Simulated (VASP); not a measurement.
Here is the system:

```
CELL_PARAMETERS angstrom
      3.02074     0.00000     0.00000
      0.00000     3.02074     0.00000
      0.00000     0.00000     3.02074
ATOMIC_POSITIONS crystal
  Al 0.50000 0.50000 0.50000
  Ru 0.00000 0.00000 0.00000
```

Calculation: RPBE GGA, VASP's PBE PAW potentials (set 64) (plane waves; VASP). Settings: 520 eV cut-off, 11×11×11 Γ-centred mesh, first-order Methfessel-Paxton smearing of 0.10 eV, potentials Al Ru_pv.

### Question
What does the run give for the energy per atom (σ→0), band gap (on the k-mesh) with the smallest direct gap where there is one?

### Answer

```
Quantity                                                    Result
------------------------  ----------------------------------------
band gap (on the k-mesh)  none (metal, semimetal or under 0.01 eV)
energy per atom (σ→0)                               -6.681 eV/atom
```

Total energies compare only between runs with the same potentials, cut-off and functional.

The compound is RuAl in the CsCl type structure. It was relaxed first. The start is the result of an earlier pass. The electron count is odd and the run is not spin-polarised, which forces a metal.
